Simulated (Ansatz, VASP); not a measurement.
**Cross-check of MoSeO (2H-MoOSe monolayer) between VASP and Ansatz**

Aim: how closely do two programs agree when they are given the same cell, functional and k mesh? The cell is taken from a series of runs on this material, whose earlier steps may have relaxed, scaled, displaced or heated it; both programs get it as it stands.

Method: plane waves, with VASP 6.6.1 beside it; single point at PBE with D3(BJ), in Ansatz 0.2.0.

### 1. The structure

The cell holds 3 atoms: 1 Se, 1 Mo and 1 O. Its edges and angles: a = 3.046 Å, b = 3.046 Å, c = 20.889 Å, α = 90.0°, β = 90.0°, γ = 120.0°. Vacuum lies along c.

### 2. VASP: single point, PBE with D3(BJ)

A single point gives forces, pressure and levels at one fixed geometry, so differences don't come from the geometry; what else differs is listed under the comparison.

Lines of VASP's logs that name or quote its potential files are left out, and so is its time.

INCAR reads:

```
SYSTEM = MoSeO
PREC = Accurate
ENCUT = 520
EDIFF = 1E-06
NELM = 120
ISMEAR = -1
SIGMA = 0.02585
LREAL = .FALSE.
ALGO = Normal
GGA = PE
IVDW = 12
NBANDS = 19
LASPH = .TRUE.
LORBIT = 11
LWAVE = .FALSE.
LCHARG = .FALSE.
ISIF = 2
LDIPOL = .TRUE.
IDIPOL = 3
DIPOL = 0.5 0.5 0.506
LVHAR = .TRUE.
GGA_COMPAT = .FALSE.
EFERMI = MIDGAP
NELMDL = -8
```

POSCAR reads:

```
MoSeO
1.0
    3.0458687964      0.0000000000      0.0000000000
   -1.5229343982      2.6377997542      0.0000000000
    0.0000000000      0.0000000000     20.8891106380
Se Mo O
1 1 1
Direct
    0.3333333333      0.6666666667      0.4308464901
    1.0000000000      0.0000000000      0.5156955591
    0.3333333333      0.6666666667      0.5691535099
```

KPOINTS reads:

```
Automatic mesh
0
Gamma
18 18 1
0 0 0
```

The projector-augmented-wave data sets are Se, Mo_sv and O (PBE family, release 64).

The run is started by

```console
mpirun -np 1 vasp_std
```

Numbers of over 12 decimals in the logs are rounded to 6 here.

The program printed:

```text
[banner, memory and clock lines left out]
running    1 mpi-ranks, on    1 nodes
 distrk:  each k-point on    1 cores,    1 groups
 distr:  one band on    1 cores,    1 groups

 POSCAR found type information on POSCAR SeMoO
 POSCAR found :  3 types and       3 ions
 LDA part: xc-table for (Slater+PW92), standard interpolation
 POSCAR, INCAR and KPOINTS ok, starting setup
 FFT: planning ... GRIDC
 FFT: planning ... GRID_SOFT
 FFT: planning ... GRID
 WAVECAR not read
 entering main loop
       N       E                     dE             d eps       ncg     rms          rms(c)
DAV:   1     0.183733193751E+03    0.18373E+03   -0.13814E+04  1806   0.110E+03
DAV:   2    -0.116788346934E+02   -0.19541E+03   -0.19185E+03  1880   0.265E+02
DAV:   3    -0.256822677147E+02   -0.14003E+02   -0.13782E+02  1851   0.682E+01
DAV:   4    -0.259087162878E+02   -0.22645E+00   -0.22542E+00  1851   0.825E+00
DAV:   5    -0.259108894912E+02   -0.21732E-02   -0.21728E-02  1788   0.816E-01
DAV:   6    -0.259109314087E+02   -0.41918E-04   -0.41916E-04  1823   0.102E-01
DAV:   7    -0.259109321444E+02   -0.73566E-06   -0.73563E-06  1839   0.139E-02
DAV:   8    -0.259109321665E+02   -0.22141E-07   -0.22119E-07  1559   0.230E-03    0.257E+01
DAV:   9    -0.234530622125E+02    0.24579E+01   -0.22775E+01  1562   0.347E+01    0.778E+00
DAV:  10    -0.230841790560E+02    0.36888E+00   -0.98880E+00  1635   0.201E+01    0.749E+00
DAV:  11    -0.227867723510E+02    0.29741E+00   -0.18798E+00  1624   0.947E+00    0.866E-01
DAV:  12    -0.227729180032E+02    0.13854E-01   -0.18783E-01  1849   0.266E+00    0.420E-01
DAV:  13    -0.227707224608E+02    0.21955E-02   -0.22360E-02  1740   0.984E-01    0.201E-01
DAV:  14    -0.227703246148E+02    0.39785E-03   -0.34812E-03  1641   0.431E-01    0.771E-02
[...]
DAV:  18    -0.227704682620E+02   -0.12103E-03   -0.26628E-05  1860   0.310E-02    0.947E-03
DAV:  19    -0.227705783327E+02   -0.11007E-03   -0.15616E-05  1762   0.207E-02    0.358E-03
DAV:  20    -0.227706181610E+02   -0.39828E-04   -0.12482E-06  1538   0.579E-03    0.319E-03
DAV:  21    -0.227706476203E+02   -0.29459E-04   -0.12804E-06  1452   0.526E-03    0.144E-03
DAV:  22    -0.227706581698E+02   -0.10550E-04   -0.49834E-07  1395   0.229E-03    0.806E-04
DAV:  23    -0.227706612614E+02   -0.30916E-05   -0.19014E-07  1259   0.191E-03    0.474E-04
DAV:  24    -0.227706648179E+02   -0.35564E-05   -0.19906E-07  1354   0.172E-03    0.277E-04
DAV:  25    -0.227706657812E+02   -0.96335E-06   -0.21574E-08  1133   0.715E-04
   1 F= -.23536797E+02 E0= -.23536797E+02  d E =-.485462E-09
```

OUTCAR, selected parts (step 2):

```text
ion  position               nearest neighbor table
   1  0.333  0.667  0.431-   2 2.50   2 2.50   2 2.50
   2  0.000  0.000  0.516-   3 2.08   3 2.08   3 2.08   1 2.50   1 2.50   1 2.50
   3  0.333  0.667  0.569-   2 2.08   2 2.08   2 2.08

  LATTYP: Found a hexagonal cell.
 ALAT       =     3.0458687964
 C/A-ratio  =     6.8581780879

 Subroutine GETGRP returns: Found  6 space group operations
 (whereof  6 operations were pure point group operations)

The static configuration has the point symmetry C_3v.

 Found     37 irreducible k-points:

   k-points           NKPTS =     37   k-points in BZ     NKDIM =     37   number of bands    NBANDS=     19

   dimension x,y,z NGX =    24 NGY =   24 NGZ =  160
   dimension x,y,z NGXF=    48 NGYF=   48 NGZF=  320

   ENCUT  =  520.0 eV  38.22 Ry    6.18 a.u.   5.66  5.66 38.84*2*pi/ulx,y,z

   NELECT =      26.0000    total number of electrons

 k-points in reciprocal lattice and weights: Automatic mesh
   0.00000000  0.00000000  0.00000000       0.003
   0.05555556 -0.00000000  0.00000000       0.019
   0.11111111 -0.00000000  0.00000000       0.019
   0.16666667 -0.00000000  0.00000000       0.019
   0.22222222  0.00000000  0.00000000       0.019
   0.27777778 -0.00000000  0.00000000       0.019
   0.33333333 -0.00000000  0.00000000       0.019
   0.38888889  0.00000000  0.00000000       0.019
   0.44444444  0.00000000  0.00000000       0.019
[...]
0.33333333  0.27777778  0.00000000       0.037
   0.33333333  0.33333333  0.00000000       0.006

 dipolmoment           0.000000      0.000000      0.105488 electrons x Angstroem

 average (electrostatic) potential at core
       1 -61.0320       2 -84.5498       3 -77.9429

 E-fermi :  -1.4741

 k-point     1 :       0.0000    0.0000    0.0000
  band No.  band energies     occupation
    ...
      9      -6.9375      2.00000
     10      -5.6622      2.00000
     11      -3.5756      2.00000
     12      -3.5756      2.00000
     13      -1.9165      2.00000
     14       0.1571      0.00000
     15       0.1571      0.00000
     16       1.0852      0.00000
     17       1.0852      0.00000
     18       1.5942      0.00000
    ...

 k-point     2 :       0.0556   -0.0000    0.0000
  band No.  band energies     occupation
    ...
      9      -6.9116      2.00000
     10      -5.6186      2.00000
     11      -3.6926      2.00000
     12      -3.6202      2.00000
     13      -1.9618      2.00000
     14       0.1300      0.00000
     15       0.1897      0.00000
     16       0.8288      0.00000
     17       1.0686      0.00000
     18       1.6989      0.00000
    ...

 k-point     3 :       0.1111   -0.0000    0.0000
  band No.  band energies     occupation
    ...
      9      -6.8429      2.00000
     10      -5.5321      2.00000
     11      -4.0234      2.00000
     12      -3.7290      2.00000
     13      -2.1225      2.00000
     14       0.0208      0.00000
     15       0.2332      0.00000
     16       0.4225      0.00000
     17       1.0685      0.00000
     18       1.9186      0.00000
    ...

 Edisp (eV)   -0.76613

  Total       0.12692     0.12692     0.10714     0.00000     0.00000    -0.00000
  in kB       1.21159     1.21159     1.02281     0.00000     0.00000    -0.00000
  external pressure =        1.15 kB  Pullay stress =        0.00 kB

  energy-cutoff  :      520.00
  volume of cell :      167.83
      direct lattice vectors                 reciprocal lattice vectors
     3.045868796  0.000000000  0.000000000     0.328313551  0.189551917  0.000000000
    -1.522934398  2.637799754  0.000000000     0.000000000  0.379103834  0.000000000
     0.000000000  0.000000000 20.889110638     0.000000000  0.000000000  0.047871832

 POSITION                                       TOTAL-FORCE (eV/Angst)
 -----------------------------------------------------------------------------------
     -0.00000      1.75853      9.00000         0.000000     -0.000000     -0.051798
      0.00000      0.00000     10.77242        -0.000000     -0.000000      0.013710
     -0.00000      1.75853     11.88911        -0.000000      0.000000      0.038088
 -----------------------------------------------------------------------------------
    total drift:                                0.000000     -0.000000     -0.000334

  FREE ENERGIE OF THE ION-ELECTRON SYSTEM (eV)
  ---------------------------------------------------
  free  energy   TOTEN  =       -23.5367972903 eV

  energy  without entropy=      -23.5367972898  energy(sigma->0) =      -23.53679729

 vacuum level on the upper side and lower side of the slab         4.594         2.219

 total charge
# of ion       s       p       d       tot
------------------------------------------
    1        1.487   2.354   0.079   3.920
    2        2.279   6.221   3.869  12.369
    3        1.578   3.379   0.000   4.956
--------------------------------------------------
tot          5.344  11.954   3.948  21.246

[... 3 further parts left out ...]
```

This run has no spin polarisation, so a moment on Mo, if there is one, isn't seen.

### 3. Ansatz: single point, PBE with D3(BJ)

Ansatz runs on its PAW soft_1 files.

The same cell, functional, mesh and smearing now go to Ansatz, which takes its cutoff from its data sets.

input.yaml reads:

```yaml
crystal:
  lattice:
    - [3.0458687964, 0.0, 0.0]
    - [-1.5229343982, 2.6377997542, 0.0]
    - [0.0, 0.0, 20.889110638]
  atoms:
    - { symbol: Se, position: [0.3333333333, 0.6666666667, 0.4308464901] }
    - { symbol: Mo, position: [0.0, 0.0, 0.5156955591] }
    - { symbol: O, position: [0.3333333333, 0.6666666667, 0.5691535099] }
kpoints:
  mp_grid: { grid: [18, 18, 1] }
  band_path:
    path: [[0, 0, 0], [0.5, 0, 0], [0.33333333, 0.33333333, 0], [0, 0, 0]]
    npoints: 16
hamiltonian:
  xc: pbe
  dispersion: d3bj
  pseudopotentials: { kind: paw, azcp: { folder: soft_1 } }
scf:
  occupations: { method: fermi_dirac, width: 0.02585 }
  convergence: { dr2_threshold: 1.0e-10 }
efield:
  axis: 3
  dipole_correction: true
  ramp_position: 0.97
  ramp_width: 0.06
  amplitude: 0
output:
  dos: { projected: true, e_range: [-6, 5] }
  write_potential: true
  write_density: true
  volumetric_format: npy
  elf: true
```

The run is started by

```console
ansatz run input.yaml --threads 2 --pin off --max-ram 3072MiB --backend cpu --events-out ev --progress --plain --runs-dir out
```

The program printed:

```text
Engine: ansatz 0.2.0, aarch64-unknown-linux-gnu
Pseudopotentials: kind: paw
Pseudopotential: Se, paw, valence charge 16, recommended cutoff 420 eV (normal), soft_1/Se.paw.azcp
Pseudopotential: Mo, paw, valence charge 14, recommended cutoff 420 eV (normal), soft_1/Mo.paw.azcp
Pseudopotential: O, paw, valence charge 6, recommended cutoff 420 eV (normal), soft_1/O.paw.azcp
Functional definition: PBE
  parameter kappa = 0.804
  parameter beta = 0.066725
  exchange = pbe_x(kappa = kappa, mu = beta*pi^2/3)
  correlation = pbe_c(beta = beta)
Crystal: 3 atoms, lattice volume = 167.831 Å³
Basis set: ecut = 420 eV, 3261 PW (Γ)
Bands: 22, of which v1, the nominal top of the filled ones, is band 18 counted from 1 (17 counted from 0)
Symmetry: 6 space group operations
Space group: P3m1 (ITA 156), of the structure as read, at distance tolerance 5.5e-5 Å
k-points: 37 of 324 (time reversal used)
Non-local potential: Se, projectors of the file, l = 0: 2, l = 1: 2, l = 2: 3, l = 3: 1
Non-local potential: Mo, projectors of the file, l = 0: 3, l = 1: 2, l = 2: 2, l = 3: 1
Non-local potential: O, projectors of the file, l = 0: 2, l = 1: 2, l = 2: 1
PAW form: soft (Blöchl's): semilocal exchange-correlation on the pseudo side does not see the compensation charge
PAW one-centre angular grid: Se, 590 points (default); XC on 64 Gauss nodes
PAW one-centre angular grid: Mo, 590 points (default); XC on 64 Gauss nodes
PAW one-centre angular grid: O, 110 points (default); XC on 64 Gauss nodes
Initial density: superposition of atomic densities (neutral atoms: chi_scale 0, normalization atom)
Initial wavefunctions: pseudopotential atomic-orbital guess
Functional: x = pbe(κ = 0.804, μ = 0.219515), c = pbe(β = 0.066725)
SCF iter   1: F=—  HF=-10997.314019 eV  |F-HF|=—  |Δ(HF+E_count)|=         —  Δρ=7.92e-2  dr2=1.32e1  ethr=3.10e-3  p=0.000 e·Å  D=1.71e-6 V/Å  ΔV_dip=-0.00 eV  dr2_dipole=1.94e-1  V_vac-E_F(+/−)=5.08/5.08 eV  ⟨swp⟩=9.5  Hψ=4723  notcnv=0
efield: sawtooth ramp at fractional position 0.9700 (set: `efield.ramp_position`, or a place that a band, a saddle search or an elastic batch's reference lends), width 0.0600; the density the first Hamiltonian is built on has a dipole p = 0.000 e·Å; the dipole correction subtracts the counter field D = 1.71e-6 V/Å, which shifts the + side's vacuum level by -0.00 eV against the − side's; the planar-averaged density in the ramp window peaks in size at 9.6e-6 e/Å³
preconditioner: auto → none  [insulator: Δε(μ)=1.929 eV  Ē_g=10.710 eV  σ=0.026 eV  W_gap=1.00  n_scr=14 (ndim 8)  ℏωp=12.2 eV  f_vac=0.700  D(μ)=0.00/eV (n_scr^D=0)  ε∞_Penn≈2.3]
SCF iter   2: F=—  HF=-11002.034656 eV  |F-HF|=—  |Δ(HF+E_count)|=    4.72e0  Δρ=1.80e-1  dr2=1.02e2  ethr=3.10e-3  p=-0.300 e·Å  D=-3.23e-1 V/Å  ΔV_dip=6.75 eV  dr2_dipole=8.54e0  V_vac-E_F(+/−)=9.89/3.14 eV  ⟨swp⟩=5.2  Hψ=2757  notcnv=0  recentre
preconditioner: auto → LDOS  [metal: Δε(μ)=0.027 eV  Ē_g=8.475 eV  σ=0.026 eV  W_gap=0.25  n_scr=14 (ndim 8)  ℏωp=12.2 eV  f_vac=0.707  D(μ)=1.78/eV (n_scr^D=8)  β→1.0]
SCF iter   3: F=—  HF=-10995.322763 eV  |F-HF|=—  |Δ(HF+E_count)|=    6.71e0  Δρ=4.54e-2  dr2=5.32e0  ethr=3.10e-3  p=0.000 e·Å  D=3.77e-4 V/Å  ΔV_dip=-0.01 eV  dr2_dipole=1.88e-1  V_vac-E_F(+/−)=4.59/4.60 eV  ⟨swp⟩=4.1  Hψ=2524  notcnv=0  defer=4
SCF iter   4: F=—  HF=-10994.431421 eV  |F-HF|=—  |Δ(HF+E_count)|=   8.91e-1  Δρ=1.36e-2  dr2=1.79e0  ethr=3.10e-3  p=-0.020 e·Å  D=-2.12e-2 V/Å  ΔV_dip=0.44 eV  dr2_dipole=3.81e-1  V_vac-E_F(+/−)=5.37/4.92 eV  ⟨swp⟩=3.5  Hψ=1913  notcnv=0
SCF iter   5: F=—  HF=-10994.308118 eV  |F-HF|=—  |Δ(HF+E_count)|=   1.23e-1  Δρ=1.27e-2  dr2=4.83e-1  ethr=3.10e-3  p=-0.088 e·Å  D=-9.45e-2 V/Å  ΔV_dip=1.97 eV  dr2_dipole=6.42e-7  V_vac-E_F(+/−)=5.56/3.59 eV  ⟨swp⟩=2.5  Hψ=1301  notcnv=0
SCF iter   6: F=—  HF=-10994.237868 eV  |F-HF|=—  |Δ(HF+E_count)|=   7.02e-2  Δρ=4.65e-3  dr2=8.00e-2  ethr=1.34e-3  p=-0.123 e·Å  D=-1.33e-1 V/Å  ΔV_dip=2.77 eV  dr2_dipole=1.20e-2  V_vac-E_F(+/−)=6.29/3.52 eV  ⟨swp⟩=2.2  Hψ=1149  notcnv=0
SCF iter   7: F=—  HF=-10994.227863 eV  |F-HF|=—  |Δ(HF+E_count)|=   1.00e-2  Δρ=1.05e-3  dr2=2.98e-3  ethr=2.22e-4  p=-0.108 e·Å  D=-1.16e-1 V/Å  ΔV_dip=2.43 eV  dr2_dipole=2.12e-4  V_vac-E_F(+/−)=6.10/3.67 eV  ⟨swp⟩=2.0  Hψ=1296  notcnv=0
SCF iter   8: F=—  HF=-10994.227309 eV  |F-HF|=—  |Δ(HF+E_count)|=   5.54e-4  Δρ=2.13e-4  dr2=1.70e-4  ethr=8.27e-6  p=-0.103 e·Å  D=-1.11e-1 V/Å  ΔV_dip=2.33 eV  dr2_dipole=2.13e-5  V_vac-E_F(+/−)=6.02/3.70 eV  ⟨swp⟩=3.0  Hψ=1720  notcnv=0
SCF iter   9: F=—  HF=-10994.227283 eV  |F-HF|=—  |Δ(HF+E_count)|=   2.53e-5  Δρ=6.48e-5  dr2=1.12e-5  ethr=4.72e-7  p=-0.104 e·Å  D=-1.12e-1 V/Å  ΔV_dip=2.35 eV  dr2_dipole=7.66e-7  V_vac-E_F(+/−)=6.04/3.69 eV  ⟨swp⟩=2.2  Hψ=1061  notcnv=0
SCF iter  10: F=—  HF=-10994.227285 eV  |F-HF|=—  |Δ(HF+E_count)|=   1.02e-6  Δρ=1.67e-5  dr2=5.28e-7  ethr=3.12e-8  p=-0.104 e·Å  D=-1.12e-1 V/Å  ΔV_dip=2.35 eV  dr2_dipole=9.76e-9  V_vac-E_F(+/−)=6.04/3.69 eV  ⟨swp⟩=2.1  Hψ=1175  notcnv=0
SCF iter  11: F=—  HF=-10994.227346 eV  |F-HF|=—  |Δ(HF+E_count)|=   6.15e-5  Δρ=2.95e-6  dr2=1.12e-8  ethr=1.47e-9  p=-0.104 e·Å  D=-1.12e-1 V/Å  ΔV_dip=2.35 eV  dr2_dipole=8.77e-10  V_vac-E_F(+/−)=6.04/3.69 eV  ⟨swp⟩=2.9  Hψ=1418  notcnv=0
SCF iter  12: F=—  HF=-10994.227346 eV  |F-HF|=—  |Δ(HF+E_count)|=   3.79e-9  Δρ=8.27e-7  dr2=1.05e-9  ethr=3.10e-11  p=-0.104 e·Å  D=-1.13e-1 V/Å  ΔV_dip=2.35 eV  dr2_dipole=3.05e-11  V_vac-E_F(+/−)=6.04/3.69 eV  ⟨swp⟩=3.1  Hψ=1540  notcnv=0
SCF iter  13: F=—  HF=-10994.227346 eV  |F-HF|=—  |Δ(HF+E_count)|=  3.60e-10  Δρ=3.00e-7  dr2=1.18e-10  ethr=2.90e-12  p=-0.104 e·Å  D=-1.13e-1 V/Å  ΔV_dip=2.35 eV  dr2_dipole=1.42e-11  V_vac-E_F(+/−)=6.04/3.69 eV  ⟨swp⟩=2.4  Hψ=1206  notcnv=0
SCF iter  14: F=-10994.227346 eV  HF=-10994.227346 eV  |F-HF|=9.64e-11  |Δ(HF+E_count)|=  1.09e-10  Δρ=1.32e-7  dr2=8.75e-11  ethr=1.00e-12  p=-0.104 e·Å  D=-1.13e-1 V/Å  ΔV_dip=2.35 eV  dr2_dipole=1.48e-11  V_vac-E_F(+/−)=6.04/3.69 eV  ⟨swp⟩=3.9  Hψ=2511  notcnv=0
SCF 1 converged in 14 iterations: F = -10994.227346 eV  dr2 = 8.75e-11
  greatest PAW one-centre occupation: 1.000 electrons in one spin orbital (limit 2), on the Se atom at site 0 (counted from 0), in its partial waves of l = 2
NSCF: frozen V_eff on 49 k-points
efield: sawtooth ramp at fractional position 0.9700 (kept from the solve that this one continues, or follows in the run), width 0.0600; the density the first Hamiltonian is built on has a dipole p = -0.104 e·Å; the dipole correction subtracts the counter field D = -1.13e-1 V/Å, which shifts the + side's vacuum level by +2.35 eV against the − side's; the planar-averaged density in the ramp window peaks in size at 9.9e-6 e/Å³
WARN: The output density's exchange-correlation potential varies sharply where the density is thin. Do not read a vacuum level from v_tot or v_xc, or from such a field of the output density. On a cell that repeats whose density bears no net charge and no dipole along the vacuum's axis use v_es (v_loc + v_h of the components); under efield.dipole_correction with no amplitude use v_es + v_field, which holds any externa [...]
SCF converged after 14 iterations
Free energy (F): -10994.227346 eV
Harris-Foulkes:  -10994.227346 eV  (|F-HF|=9.64e-11)
Internal energy: -10994.227346 eV  (E = F + TS)
E sigma→0 (E₀):  -10994.227346 eV
Fermi energy:    0.096561 eV
Dipole field:    D = -0.112506 V/Å  (p = -0.104349 e·Å, saw-weighted, corrected)
Work function:   Φ+ = 6.0402 eV   Φ− = 3.6901 eV
Levels:          The Fermi level and band energies are counted from a zero that moves with the ramp; work functions are not
--- Per-component energies (eV) ---
  E_band       = -956.562962
  E_kinetic    = 700.641454
  E_local      = -35990.091506  (includes V_loc(G=0)·N_el)
  E_nonlocal   = -154.893090
  E_hartree    = 17639.705423
  E_xc         = -333.233426
  E_vxc        = -401.859258  (∫ρ·V_xc dr)
  E_paw        = -5502.999484  (= ΣΔE_a)
  E_vpaw       = -388.674464  (= ΣTr[D̂ρ^β])
  E_aug_tail   = 0.000440  (compensation charges beyond the density's cutoff)
  E_efield     = 0.005870  (sawtooth field / dipole correction)
  E_vefield    = -1.097058  (∫n·V_field dr)
  E_ewald      = 12647.403173
  E_disp       = -0.766199  (pairwise vdW)
  E_smearing   = -0.000000  (= −TS)
  E_closure    = 0.000000  (closes the sum)
  Σ components = -10994.227346   (vs F -10994.227346, Δ=0.00e0)
--- Band table (eV; the first three rows and the last of 37) ---
  k-point 0: bands = [... 14 lower, -4.0970, -2.0005, -2.0005, -0.3443, 1.7282, 1.7282, 2.6485, 2.6485]
  k-point 1: bands = [... 14 lower, -4.0536, -2.1175, -2.0451, -0.3903, 1.7017, 1.7606, 2.3932, 2.6323]
  k-point 2: bands = [... 14 lower, -3.9675, -2.4486, -2.1538, -0.5524, 1.5915, 1.8032, 1.9902, 2.6330]
  k-point 36: bands = [... 14 lower, -5.1258, -4.3337, -3.3720, -1.4676, 0.5472, 1.9336, 2.7331, 3.2390]
```

### 4. Differences

Known differences besides the potentials themselves: the data sets hold 36 valence electrons in Ansatz (on its PAW soft_1 files) and 26 in VASP; the cutoff is 420 eV in Ansatz and 520 eV in VASP. Total energies have different zeros and are not compared.

Compared:

| quantity | Ansatz | VASP | difference |
| --- | --- | --- | --- |
| gap on the k mesh (eV) | 0.891 | 0.892 | 0.000 |

A gap on the mesh is an upper bound, since the band edges may lie between its points. With vacuum in the cell, a pressure given here is an average over mostly empty space and none of the material.

### 5. Outcome

```json
{
  "difference in gap on the k mesh (single point, PBE with D3(BJ))": "-4.0e-4 eV"
}
```

What this shows: The difference in gap on the k mesh is -4.0e-4 eV (single point, PBE with D3(BJ)), within the 0.08 eV picked in this series as the mark of a large difference. The data sets hold unlike numbers of valence electrons (36 in Ansatz and 26 in VASP), so part of the differences comes from the potentials. How closely two codes agree says nothing of how well the functional describes the real material.

[Lines on the potential files, build, host, timing and source positions are cut from VASP's logs without a mark.]

[Logs are printed without paths, hosts, clocks, repeated set-up lines and the standing remarks that a program may print on its own settings, such as how far it seeks lower states.]

[Hosts, paths, dates, database ids (printed as entryN), source tags and the programs' standing remarks are cut or masked in the printed files.]
